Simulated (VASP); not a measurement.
Input:

```yaml
crystal:
  lattice:
    - [10.93707, 0.00000, 0.00000]
    - [0.00000, 10.93707, 0.00000]
    - [0.00000, 0.00000, 10.93707]
  atoms:
    - { symbol: Si, position: [0.49993, 0.00011, 0.00029] }
    - { symbol: Si, position: [0.62548, 0.12447, 0.12472] }
    - { symbol: Si, position: [0.74998, 0.24994, 0.00063] }
    - { symbol: Si, position: [0.87550, 0.37450, 0.12470] }
    - { symbol: Si, position: [0.75000, 0.00049, 0.25016] }
    - { symbol: Si, position: [0.87567, 0.12449, 0.37446] }
    - { symbol: Si, position: [0.00000, 0.00000, 0.99999] }
    - { symbol: Si, position: [0.12589, 0.12588, 0.12584] }
    - { symbol: Si, position: [0.25016, 0.25012, 0.99966] }
    - { symbol: Si, position: [0.37438, 0.37433, 0.12564] }
    - { symbol: Si, position: [0.49994, 0.49991, 0.00018] }
    - { symbol: Si, position: [0.62573, 0.62573, 0.12528] }
    - { symbol: Si, position: [0.74997, 0.74999, 0.99947] }
    - { symbol: Si, position: [0.87417, 0.87418, 0.12587] }
    - { symbol: Si, position: [0.25017, 0.99983, 0.25019] }
    - { symbol: Si, position: [0.37453, 0.12575, 0.37447] }
    - { symbol: Si, position: [0.49981, 0.24698, 0.24688] }
    - { symbol: Si, position: [0.64212, 0.35871, 0.35848] }
    - { symbol: Si, position: [0.75357, 0.50086, 0.24664] }
    - { symbol: Si, position: [0.87474, 0.62584, 0.37447] }
    - { symbol: Si, position: [0.49997, 0.00003, 0.49999] }
    - { symbol: Si, position: [0.62566, 0.12550, 0.62564] }
    - { symbol: Si, position: [0.75353, 0.24665, 0.50057] }
    - { symbol: Si, position: [0.87476, 0.37428, 0.62579] }
    - { symbol: Si, position: [0.74989, 0.99965, 0.74992] }
    - { symbol: Si, position: [0.87418, 0.12587, 0.87415] }
    - { symbol: Si, position: [0.99989, 0.49998, 0.00038] }
    - { symbol: Si, position: [0.12444, 0.62551, 0.12462] }
    - { symbol: Si, position: [0.24998, 0.75008, 0.00067] }
    - { symbol: Si, position: [0.37447, 0.87573, 0.12464] }
    - { symbol: Si, position: [0.99968, 0.25014, 0.25012] }
    - { symbol: Si, position: [0.12556, 0.37445, 0.37435] }
    - { symbol: Si, position: [0.24680, 0.49966, 0.24673] }
    - { symbol: Si, position: [0.35841, 0.64213, 0.35825] }
    - { symbol: Si, position: [0.50073, 0.75361, 0.24654] }
    - { symbol: Si, position: [0.62579, 0.87466, 0.37449] }
    - { symbol: Si, position: [0.99980, 0.99988, 0.50001] }
    - { symbol: Si, position: [0.12437, 0.12431, 0.62548] }
    - { symbol: Si, position: [0.24651, 0.24663, 0.49968] }
    - { symbol: Si, position: [0.35682, 0.35746, 0.64349] }
    - { symbol: Si, position: [0.64190, 0.64172, 0.64247] }
    - { symbol: Si, position: [0.75318, 0.75317, 0.49972] }
    - { symbol: Si, position: [0.87533, 0.87552, 0.62549] }
    - { symbol: Si, position: [0.25010, 0.00053, 0.74996] }
    - { symbol: Si, position: [0.37450, 0.12441, 0.87572] }
    - { symbol: Si, position: [0.50062, 0.24650, 0.75370] }
    - { symbol: Si, position: [0.62574, 0.37424, 0.87489] }
    - { symbol: Si, position: [0.75364, 0.49926, 0.75376] }
    - { symbol: Si, position: [0.87574, 0.62553, 0.87572] }
    - { symbol: Si, position: [0.00056, 0.75007, 0.25012] }
    - { symbol: Si, position: [0.12448, 0.87581, 0.37445] }
    - { symbol: Si, position: [0.00001, 0.49998, 0.49999] }
    - { symbol: Si, position: [0.12527, 0.62588, 0.62560] }
    - { symbol: Si, position: [0.24658, 0.75360, 0.50051] }
    - { symbol: Si, position: [0.37436, 0.87469, 0.62575] }
    - { symbol: Si, position: [0.00057, 0.25004, 0.75000] }
    - { symbol: Si, position: [0.12432, 0.37456, 0.87592] }
    - { symbol: Si, position: [0.24606, 0.50108, 0.75402] }
    - { symbol: Si, position: [0.37436, 0.62589, 0.87495] }
    - { symbol: Si, position: [0.49948, 0.75361, 0.75365] }
    - { symbol: Si, position: [0.62553, 0.87580, 0.87573] }
    - { symbol: Si, position: [0.99945, 0.75005, 0.74991] }
    - { symbol: Si, position: [0.12587, 0.87419, 0.87414] }
    - { symbol: Bi, position: [0.49918, 0.49961, 0.50099] }
```
Cell charge -1.

Calculation: HSE06 screened hybrid, VASP's PBE PAW potentials (set 64) (plane waves; VASP 6.6.1). Run with PREC = Normal, LREAL = Auto, ISYM = 0, NELECT = 258.0, EDIFF = 1E-5, 400 eV cut-off, 1×1×1 Γ-centred mesh, Gaussian smearing of 0.050 eV, potentials Si Bi.

The cell is charged, with a uniform compensating background. The supercell is sampled at Γ alone, which is coarse: total energies, pressure and levels can be off, energies of defects by several tenths of an eV.

Problem. Estimate the energy per atom (σ→0), largest force.

Solution. 
| Quantity | Value |
|---|---|
| energy per atom (σ→0) | -6.053 eV/atom |
| largest force | 0.148 eV/Å |

Only differences to runs with the same potentials and settings are physical.

The cell is a supercell with a defect, built from Si (diamond): Bi_Si, charge -1. The cell's shape comes from a PBE relaxation. The run is not spin-polarised, so no state with unpaired spins was tried.
